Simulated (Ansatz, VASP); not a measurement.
**BaTiO3: VASP beside Ansatz**

Aim: how closely do two programs agree when they are given the same cell, functional and k mesh?

Method: plane waves, with VASP 6.6.1 beside it; band structure at r2SCAN-EpsX with an exact-exchange share of 0.148, in Ansatz 0.2.0.

## 1. Starting point

The structure is cubic, space group Pm-3m (No. 221). Conventional cell: a = 4.006 Å, b = 4.006 Å, c = 4.006 Å, α = 90.00°, β = 90.00°, γ = 90.00°. Nearest to Ba lie 12 O at 2.83 Å. Nearest to Ti lie 6 O at 2.00 Å. Nearest to O lie 2 Ti at 2.00 Å and 4 Ba at 2.83 Å. Farther neighbours and most contacts between anions are not listed.

## 2. Ansatz: band structure, r2SCAN-EpsX with an exact-exchange share of 0.148

Ansatz runs on its default PAW (the set named soft_2) files.

The same path points are solved in both programs, so levels can be compared one by one.

File input.yaml:

```yaml
crystal:
  lattice:
    - [4.006, 0.0, 0.0]
    - [0.0, 4.006, 0.0]
    - [0.0, 0.0, 4.006]
  atoms:
    - { symbol: Ba, position: [0.5, 0.5, 0.5] }
    - { symbol: Ti, position: [0.0, 0.0, 0.0] }
    - { symbol: O, position: [0.5, 0.0, 0.0] }
    - { symbol: O, position: [0.0, 0.5, 0.0] }
    - { symbol: O, position: [0.0, 0.0, 0.5] }
hamiltonian:
  xc: { exchange: r2scan, correlation: r2scan, exx: { coeff: 0.148 } }
  pseudopotentials: { kind: paw }
kpoints:
  mp_grid: { grid: [4, 4, 4] }
  band_path:
    path:
      - [0.0, 0.0, 0.0]
      - [0.0, 0.3, 0.0]
      - [0.0, 0.5, 0.0]
      - [0.3, 0.5, 0.0]
      - [0.5, 0.5, 0.0]
      - [0.2, 0.2, 0.0]
      - [0.1, 0.1, 0.1]
      - [0.4, 0.4, 0.4]
      - [0.5, 0.5, 0.5]
      - [0.4, 0.5, 0.4]
      - [0.1, 0.5, 0.1]
      - [0.5, 0.5, 0.1]
      - [0.5, 0.5, 0.5]
    npoints: 1
scf:
  occupations: { method: gaussian, width: 0.02 }
  n_extra_bands: 8
output:
  forces: true
  stress: true
  eigenvalues: true
```

Command:

```
$ ansatz run input.yaml --threads 4 --pin off --max-ram 9216MiB --backend cpu --events-out ev --progress --plain --runs-dir out
```

Numbers of over 12 decimals in the logs are rounded to 6 here.

Log:

```text
Warning: output.stress: scf.convergence.dr2_threshold = 1e-7 eV (the SCF's general default) is looser than the 5e-10 eV advised for a printed stress (1e-10 eV for each atom of the cell: 5). What an SCF threshold leaves in a stress goes as its square root, and in the free energy as the threshold itself, and one threshold admits the most on a small cell: [figures from the program's tests cut] Set scf.convergence.dr2_threshold to 5e-10 eV or tighter. The threshold is an SCF's pass mark: one that does not reach it within its budget of iterations ends unconverged, or closes short of it on a stop that the run arms, and scf.convergence.dr2_threshold's page says what that costs each kind of run
Warning: output.stress: scf.exx.energy_threshold = 1e-6 eV is looser than the 5e-8 eV advised for a stress under a hybrid functional (1e-8 eV for each atom of the cell: 5). Every SCF of the exchange loop can meet its threshold on dr2 while the loop round them stops early: no threshold on dr2 bounds what that leaves in the stress. Set scf.exx.energy_threshold to 5e-8 eV or tighter. The threshold is the loop's pass mark: a loop that does not reach it within its budget of cycles ends unconverged, and scf.exx.energy_threshold's page has the law
scf.n_extra_bands = 8 over 20 filled bands (N_el = 40.0): the run solves 28 bands
Engine: ansatz 0.2.0, aarch64-unknown-linux-gnu
Pseudopotentials: kind: paw
Pseudopotential: Ba, paw, valence charge 10, recommended cutoff 500 eV (meta_gga), Ba.paw.azcp
Pseudopotential: Ti, paw, valence charge 12, recommended cutoff 500 eV (meta_gga), Ti.paw.azcp
Pseudopotential: O, paw, valence charge 6, recommended cutoff 500 eV (meta_gga), O.paw.azcp
Functional definition: unnamed
  parameter a_1 = 0.148
  exchange = (1 - a_1)*r2scan_x + a_1*exact_x
  correlation = r2scan_c
Crystal: 5 atoms, lattice volume = 64.288 Å³
Basis set: ecut = 500 eV, 1647 PW (Γ), exchange–correlation on 120×120×120 points (64 copies of the dense FFT grid, shifted against one another)
Bands: 28, of which v1, the nominal top of the filled ones, is band 20 counted from 1 (19 counted from 0)
Symmetry: 48 space group operations
Space group: Pm-3m (ITA 221), of the structure as read, at distance tolerance 4.0e-5 Å
k-points: 10 of 64
Non-local potential: Ba, projectors of the file, l = 0: 3, l = 1: 2, l = 2: 2, l = 3: 2
Non-local potential: Ti, projectors of the file, l = 0: 3, l = 1: 2, l = 2: 3, l = 3: 1
Non-local potential: O, projectors of the file, l = 0: 2, l = 1: 2, l = 2: 1
PAW form: soft (Blöchl's): semilocal exchange-correlation on the pseudo side does not see the compensation charge
PAW frozen core: Ba, regenerated for the run's functional, and the local potential with it (the file was generated under x = pbe(κ = 0.804, μ = 0.219515), c = pbe(β = 0.066725))
PAW frozen core: Ti, regenerated for the run's functional, and the local potential with it (the file was generated under x = pbe(κ = 0.804, μ = 0.219515), c = pbe(β = 0.066725))
PAW frozen core: O, regenerated for the run's functional, and the local potential with it (the file was generated under x = pbe(κ = 0.804, μ = 0.219515), c = pbe(β = 0.066725))
PAW one-centre angular grid: Ba, 302 points (default); XC on 160 Gauss nodes
PAW one-centre angular grid: Ti, 590 points (default); XC on 160 Gauss nodes
PAW one-centre angular grid: O, 302 points (default); XC on 160 Gauss nodes
Initial density: superposition of atomic densities (neutral atoms: chi_scale 0, normalization atom), corrected by the library's trained network
Initial wavefunctions: pseudopotential atomic-orbital guess
Functional: x = r2scan, c = r2scan; τ floored in thin density (d = 2e-4 eV/Å³), warm-up for x = 0.852 r2scan + 0.148 exact, c = r2scan; τ floored in thin density (d = 2e-4 eV/Å³)
SCF iter   1: F=—  HF=-10183.687886 eV  |F-HF|=—  |Δ(HF+E_count)|=         —  Δρ=2.25e-2  dr2=4.12e-1  dr2_τ=2.42e-1  ethr=1.77e-3  ⟨swp⟩=11.4  Hψ=1411  notcnv=0
preconditioner: auto → none  [insulator: Δε(μ)=2.672 eV  Ē_g=14.264 eV  σ=0.020 eV  W_gap=1.00  n_scr=18 (ndim 8)  ℏωp=26.2 eV  f_vac=0.000  D(μ)=0.00/eV (n_scr^D=0)]
SCF iter   2: F=—  HF=-10183.913663 eV  |F-HF|=—  |Δ(HF+E_count)|=   2.26e-1  Δρ=3.38e-2  dr2=7.95e-1  dr2_τ=7.71e-2  ethr=1.03e-3  ⟨swp⟩=4.7  Hψ=855  notcnv=0  defer=2
iter 3 solved again at ethr=7.96e-5 eV; its pass at ethr=1.03e-3 eV (dr2=3.19e-2 eV) is discarded
SCF iter   3: F=—  HF=-10183.782513 eV  |F-HF|=—  |Δ(HF+E_count)|=   1.31e-1  Δρ=8.27e-3  dr2=3.02e-2  dr2_τ=1.43e-3  ethr=7.96e-5  ⟨swp⟩=4.0  Hψ=1247  notcnv=0  defer=6
SCF iter   4: F=—  HF=-10183.779500 eV  |F-HF|=—  |Δ(HF+E_count)|=   3.01e-3  Δρ=3.30e-3  dr2=9.64e-3  dr2_τ=4.12e-4  ethr=7.54e-5  ⟨swp⟩=2.5  Hψ=567  notcnv=0  defer=1
SCF iter   5: F=—  HF=-10183.777895 eV  |F-HF|=—  |Δ(HF+E_count)|=   1.61e-3  Δρ=1.13e-3  dr2=1.08e-3  dr2_τ=4.35e-5  ethr=2.41e-5  ⟨swp⟩=4.1  Hψ=628  notcnv=0  defer=5
SCF iter   6: F=-10183.777688 eV  HF=-10183.777756 eV  |F-HF|=6.77e-5  |Δ(HF+E_count)|=   1.39e-4  Δρ=3.31e-4  dr2=7.18e-5  dr2_τ=3.71e-6  ethr=2.70e-6  ⟨swp⟩=4.7  Hψ=729  notcnv=0  defer=5
SCF 1 stopped early in 6 iterations: F = -10183.777688 eV  dr2 = 7.18e-5
  greatest PAW one-centre occupation: 0.999 electrons in one spin orbital (limit 2), on the Ti atom at site 1 (counted from 0), in its partial waves of l = 0
Initial density: handed on by an earlier stage of this run
Initial wavefunctions: those handed on with the density
Functional: x = 0.852 r2scan + 0.148 exact, c = r2scan; τ floored in thin density (d = 2e-4 eV/Å³)
Frozen-core exchange: fock
SCF iter   1: F=—  HF=-10182.360095 eV  |F-HF|=—  |Δ(HF+E_count)|=         —  Δρ=1.61e-2  dr2=2.55e-1  dr2_τ=8.51e-3  ethr=1.79e-6  ⟨swp⟩=10.4  Hψ=1432  notcnv=1
preconditioner: auto → none  [insulator: Δε(μ)=3.825 eV  Ē_g=15.785 eV  σ=0.020 eV  W_gap=1.00  n_scr=18 (ndim 8)  ℏωp=26.2 eV  f_vac=0.000  D(μ)=0.00/eV (n_scr^D=0)]
SCF iter   2: F=—  HF=-10182.301902 eV  |F-HF|=—  |Δ(HF+E_count)|=   5.82e-2  Δρ=2.80e-3  dr2=7.26e-3  dr2_τ=5.45e-4  ethr=1.79e-6  ⟨swp⟩=5.5  Hψ=1072  notcnv=0  defer=1
SCF iter   3: F=—  HF=-10182.306066 eV  |F-HF|=—  |Δ(HF+E_count)|=   4.16e-3  Δρ=1.57e-3  dr2=2.46e-3  dr2_τ=6.78e-5  ethr=1.79e-6  ⟨swp⟩=4.3  Hψ=845  notcnv=0  defer=1
SCF iter   4: F=—  HF=-10182.305588 eV  |F-HF|=—  |Δ(HF+E_count)|=   4.78e-4  Δρ=3.00e-4  dr2=3.94e-5  dr2_τ=4.20e-6  ethr=1.79e-6  ⟨swp⟩=3.8  Hψ=662  notcnv=0  defer=1
SCF iter   5: F=—  HF=-10182.305783 eV  |F-HF|=—  |Δ(HF+E_count)|=   1.95e-4  Δρ=4.20e-4  dr2=1.24e-4  dr2_τ=8.15e-6  ethr=3.93e-8  ⟨swp⟩=4.2  Hψ=749  notcnv=0  defer=1
SCF iter   6: F=—  HF=-10182.305757 eV  |F-HF|=—  |Δ(HF+E_count)|=   2.55e-5  Δρ=8.98e-5  dr2=8.11e-6  dr2_τ=2.71e-7  ethr=3.93e-8  ⟨swp⟩=3.8  Hψ=636  notcnv=0  defer=1
SCF iter   7: F=-10182.305755 eV  HF=-10182.305755 eV  |F-HF|=4.52e-8  |Δ(HF+E_count)|=   1.62e-6  Δρ=7.40e-6  dr2=1.18e-6  dr2_τ=2.33e-9  ethr=1.74e-8  ⟨swp⟩=2.3  Hψ=506  notcnv=0  defer=1
SCF 2 stopped early in 7 iterations: F = -10182.305755 eV  dr2 = 1.18e-6
  greatest PAW one-centre occupation: 1.000 electrons in one spin orbital (limit 2), on the Ti atom at site 1 (counted from 0), in its partial waves of l = 0
hybrid outer 1: dexx = +5.571e-3 eV, tail = 7.86e-6 eV
Frozen-core exchange: fock
SCF iter   1: F=—  HF=-10182.305678 eV  |F-HF|=—  |Δ(HF+E_count)|=         —  Δρ=2.69e-5  dr2=2.71e-7  dr2_τ=6.28e-8  ethr=9.83e-8  ⟨swp⟩=6.8  Hψ=771  notcnv=0
preconditioner: auto → none  [insulator: Δε(μ)=3.341 eV  Ē_g=15.506 eV  σ=0.020 eV  W_gap=1.00  n_scr=18 (ndim 8)  ℏωp=26.2 eV  f_vac=0.000  D(μ)=0.00/eV (n_scr^D=0)]
SCF iter   2: F=—  HF=-10182.305678 eV  |F-HF|=—  |Δ(HF+E_count)|=   1.50e-7  Δρ=2.03e-5  dr2=2.84e-7  dr2_τ=2.76e-8  ethr=5.39e-10  ⟨swp⟩=4.8  Hψ=719  notcnv=0
SCF iter   3: F=—  HF=-10182.305678 eV  |F-HF|=—  |Δ(HF+E_count)|=   3.04e-8  Δρ=2.62e-6  dr2=1.52e-8  dr2_τ=4.34e-10  ethr=5.39e-10  ⟨swp⟩=2.3  Hψ=483  notcnv=0
SCF iter   4: F=—  HF=-10182.305678 eV  |F-HF|=—  |Δ(HF+E_count)|=   1.27e-7  Δρ=5.56e-6  dr2=2.71e-8  dr2_τ=1.13e-9  ethr=4.97e-12  ⟨swp⟩=5.0  Hψ=1037  notcnv=0  defer=1
SCF iter   5: F=-10182.305678 eV  HF=-10182.305678 eV  |F-HF|=2.87e-10  |Δ(HF+E_count)|=   5.81e-9  Δρ=6.03e-7  dr2=4.35e-10  dr2_τ=1.18e-11  ethr=4.97e-12  ⟨swp⟩=4.1  Hψ=668  notcnv=0  defer=1
SCF 3 converged in 5 iterations: F = -10182.305678 eV  dr2 = 4.35e-10
  Residual-converged pass: ⟨swp⟩=2.8  Hψ=488  notcnv=0  max |occ|·‖R‖ = 2.3e-6 eV (tolerance 2.4e-6 eV)  dr2=4.37e-10  dr2_τ=1.24e-11  dr2_onsite=2.73e-11  max |Δocc| = 0.0e0
hybrid outer 2: dexx = +1.207e-7 eV, tail = 2.08e-9 eV, Δε = 4.09e-4 eV (about 6.96e-6 eV left of the loop's levels)
NSCF: frozen V_eff on 13 k-points
hybrid SCF converged: 2 outer / 12 inner (+6 warm-up), last move |dexx| = 1.21e-7 eV, tail = 2.08e-9 eV
Stability not checked: this state was not tested for a lower state beside it, because the functional holds exact exchange (a hybrid, or Hartree-Fock), whose exchange loop this test does not read (fock_operator; see scf.lower_state_search)
Free energy (F): -10182.305678 eV
Frozen-core exchange: fock
Harris-Foulkes:  -10182.305678 eV  (|F-HF|=2.87e-10)
Internal energy: -10182.305678 eV  (E = F + TS)
E sigma→0 (E₀):  -10182.305678 eV
Fermi energy:    10.855055 eV
--- Per-component energies (eV) ---
  E_band       = -227.767159
  E_kinetic    = 973.175406
  E_local      = -2087.470695  (includes V_loc(G=0)·N_el)
  E_nonlocal   = 196.064824
  E_hartree    = 812.774020
  E_xc         = -412.002080
  E_vxc        = -518.484751  (∫ρ·V_xc dr)
  E_exx        = -79.129930  (= α·E_x^exact, valence–valence)
  E_paw        = -6766.878491  (= ΣΔE_a)
  E_vpaw       = -287.376558  (= ΣTr[D̂ρ^β])
  E_aug_tail   = 0.003043  (compensation charges beyond the density's cutoff)
  E_vtau       = 29.032957  (kinetic-family band-sum trace: ∫τ·v_τ [+ j·A + Jᵃ·Aᵃ] dr)
  E_ewald      = -2818.406203
  E_core_change = -0.435574  (= ΣΔE_core)
  E_smearing   = -0.000000  (= −TS)
  E_closure    = 0.000001  (closes the sum)
  Σ components = -10182.305678   (vs F -10182.305678, Δ=1.82e-12)
--- Forces (eV/Å), atoms counted from 1 ---
  atom   1  Ba     0.00000000    -0.00000000    -0.00000000
  atom   2  Ti    -0.00000000     0.00000000    -0.00000000
  atom   3  O      0.00000000    -0.00000000     0.00000000
  atom   4  O      0.00000000    -0.00000000     0.00000000
  atom   5  O      0.00000000    -0.00000000    -0.00000000
  max |Σ_I F_I| component: 1.79e-29 eV/Å
--- Stress (GPa, compression-positive) ---
       -3.917867      -0.000000       0.000000
        0.000000      -3.917867       0.000000
        0.000000      -0.000000      -3.917867
  P = ⅓ Tr σ = -3.9179 GPa (-39.179 kbar)
--- Band table (eV; the first three rows and the last of 10) ---
  k-point 0: bands = [... 16 lower, 8.0131, 9.0907, 9.0907, 9.0907, 12.5253, 12.5253, 12.5253, 14.5866, ... 4 higher]
  k-point 1: bands = [... 16 lower, 7.6121, 7.9471, 8.7414, 8.7414, 12.5900, 13.5006, 13.5006, 14.5904, ... 4 higher]
  k-point 2: bands = [... 16 lower, 7.3109, 7.3109, 8.4675, 8.4675, 12.6571, 14.3424, 14.3424, 14.5937, ... 4 higher]
  k-point 9: bands = [... 16 lower, 6.7413, 9.1848, 9.1848, 9.1848, 15.1065, 15.1065, 15.1065, 17.9538, ... 4 higher]
```

Elapsed: 2 min, on 4 threads of Arm Neoverse N1, shared host; peak memory 1.6 GiB; 7.3 min of CPU time.

[end of part 1 of 2]

[Lines on the potential files, build, host, timing and source positions are cut from VASP's logs without a mark.]

[Logs are printed without paths, hosts, clocks, repeated set-up lines and the standing remarks that a program may print on its own settings, such as how far it seeks lower states.]

[Hosts, paths, dates, database ids (printed as entryN), source tags and the programs' standing remarks are cut or masked in the printed files.]
